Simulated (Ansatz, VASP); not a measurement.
# MoI in VASP and in Ansatz

```
Mo I
1.0
     0.00000    3.17885    3.17885
     3.17885    0.00000    3.17885
     3.17885    3.17885    0.00000
Mo I
1 1
Direct
  0.00000 0.00000 0.00000
  0.75000 0.75000 0.75000
```

The cell was built by a generator and needn't be a form met in nature.

Alike in both runs: task relaxation of cell and atoms; functional PBE; k mesh 7 × 7 × 7; occupations fermi-dirac, width 0.05 eV; no spin polarisation; Hubbard terms Mo d U = 8 eV.

```csv
,VASP,Ansatz
version,VASP 6.6.1,Ansatz 0.2.0
potentials or method,"VASP PAW PBE potentials, release 64 (Mo_sv, I)",Ansatz PAW
plane-wave cutoff (eV),600,420
valence electrons in the cell,21,31
```

VASP gave:

| Property | Result |
| --- | --- |
| gap on the k mesh at the Fermi level, each at its own relaxed structure (eV) | none |
| relaxed volume (Å³/atom) | 35.28 |
| relaxed cell length with the largest relative difference (Å) | 4.638 |
| energy change over the relaxation (meV/atom) | -35 |

Question: What did Ansatz give for the same quantities?

Answer: gap on the k mesh at the Fermi level, each at its own relaxed structure (eV): none; relaxed volume (Å³/atom): 34.97; relaxed cell length with the largest relative difference (Å): 4.625; energy change over the relaxation (meV/atom): -27.

The programs project onto different local orbitals, so the same U acts differently. A gap of «none» marks a metal or a gap that the smearing closes. The two sets of potentials don't hold the same shells in valence.

Caveats: an odd number of electrons without spin polarisation forces a metal; a magnetic or distorted state may lie lower; U without spin polarisation on a metal has little footing; the plane-wave basis is chosen anew once the cell has moved, so the energies of steps on either side of that aren't comparable (Ansatz). Spin-orbit coupling is left out, which matters for the levels of I.
